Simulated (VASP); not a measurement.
Here is the system:

```yaml
crystal:
  lattice:
    - [4.45283, 0.00000, 0.00000]
    - [0.00000, 4.45283, 0.00000]
    - [0.00000, 0.00000, 4.45283]
  atoms:
    - { symbol: Cs, position: [0.00000, 0.00000, 0.00000] }
    - { symbol: I, position: [0.50000, 0.50000, 0.50000] }
```

Computed with LDA (Ceperley-Alder, Perdew-Zunger), VASP's LDA PAW potentials (set 64) (plane waves; VASP 6.6.1). Run with 520 eV cut-off, 6×6×6 Γ-centred mesh, Gaussian smearing of 0.050 eV, potentials Cs_sv I.

Unless said otherwise, spin-orbit coupling is left out, though it shifts the bands of the heavy elements here.

### Question
What does the run give for the energy per atom (σ→0), band gap (on the k-mesh) with the smallest direct gap where there is one?

### Answer

```
Item                                         Result
-----------------------------------  --------------
band gap (on the k-mesh)                    3.81 eV
smallest direct gap (on the k-mesh)         3.88 eV
energy per atom (σ→0)                -3092 meV/atom
```

The absolute energy has meaning only against runs of the same code, potentials and settings.

The compound is CsI in the CsCl type structure. This cell is one point of a volume scan, at 1.03 of the reference volume.
